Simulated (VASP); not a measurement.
Consider the following.

```yaml
crystal:
  lattice:
    - [0.00000, 2.31500, 2.31500]
    - [2.31500, 0.00000, 2.31500]
    - [2.31500, 2.31500, 0.00000]
  atoms:
    - { symbol: Na, position: [0.00000, 0.00000, 0.00000] }
    - { symbol: F, position: [0.50000, 0.50000, 0.50000] }
```

All values below come from Bethe-Salpeter equation (Tamm-Dancoff) on G0W0 levels and PBE orbitals, VASP's PBE PAW potentials (set 64) (plane waves; VASP). Settings: PREC = Normal, 500 eV cut-off, 6×6×6 Γ-centred mesh, Gaussian smearing of 0.010 eV, potentials Na_sv_GW F_GW_new.

The mesh is coarse, so the spectrum and binding energies are not converged.

The BSE takes 3 valence and 4 conduction bands in the Tamm-Dancoff approximation; the smallest direct G0W0 gap on the mesh is 10.65 eV.

Problem. Where does the first bright exciton lie on this mesh?

Solution. At 8.84 eV. Its distance from the direct gap isn't converged on a mesh this coarse and overstates the binding.

(ħω (eV), ε₂): (0.00, 0.00); (0.30, 0.00); (0.50, 0.00); (0.80, 0.00); (1.00, 0.00); (1.30, 0.00); (1.50, 0.00); (1.80, 0.00); (2.10, 0.00); (2.30, 0.00); (2.60, 0.00); (2.80, 0.00); (3.10, 0.00); (3.30, 0.00); (3.60, 0.00); (3.80, 0.01); (4.10, 0.01); (4.40, 0.01); (4.60, 0.01); (4.90, 0.01); (5.10, 0.01); (5.40, 0.01); (5.60, 0.01); (5.90, 0.01); (6.20, 0.02); (6.40, 0.02); (6.70, 0.02); (6.90, 0.03); (7.20, 0.04); (7.40, 0.05); (7.70, 0.07); (7.90, 0.10); (8.20, 0.20); (8.50, 0.62); (8.70, 2.54); (9.00, 2.22); (9.20, 0.65); (9.50, 0.55); (9.70, 2.23); (10.00, 0.47)

The compound is NaF in the rock salt structure. The cell was not relaxed at this level.
